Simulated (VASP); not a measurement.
Here is the system:

```xyz
2
Lattice="1.3700 -2.3729 0.0000 1.3700 2.3729 0.0000 0.0000 0.0000 4.3900" Properties=species:S:1:pos:R:3 pbc="T T T"
Tc     1.3700     0.7910     1.0975
Tc     1.3700    -0.7910     3.2925
```

Method: LDA (Ceperley-Alder, Perdew-Zunger), VASP's LDA PAW potentials (set 64) (plane waves; VASP). Numerical set-up: 520 eV cut-off, 14×14×8 Γ-centred mesh, first-order Methfessel-Paxton smearing of 0.10 eV, potentials Tc_pv.

Energy and stress use the plane-wave basis of the starting cell.

The ions, cell shape and volume are relaxed. Give the cell that the relaxation ends in.

```xyz
2
Lattice="1.3541 -2.3453 0.0000 1.3541 2.3453 0.0000 0.0000 0.0000 4.3349" Properties=species:S:1:pos:R:3 pbc="T T T"
Tc     1.3541     0.7818     1.0837
Tc     1.3541    -0.7818     3.2512
```
Space group P6_3/mmc (194), at a tolerance of 0.03 Å.

How do energy and volume change from the first to the last step?

The energy (σ→0) changes by -18.5 meV/atom and the volume by -3.5 %, in 9 ionic steps.

The compound is Tc in the hcp structure. This run relaxes it. Symmetry was kept, so distortions that lower it aren't found.
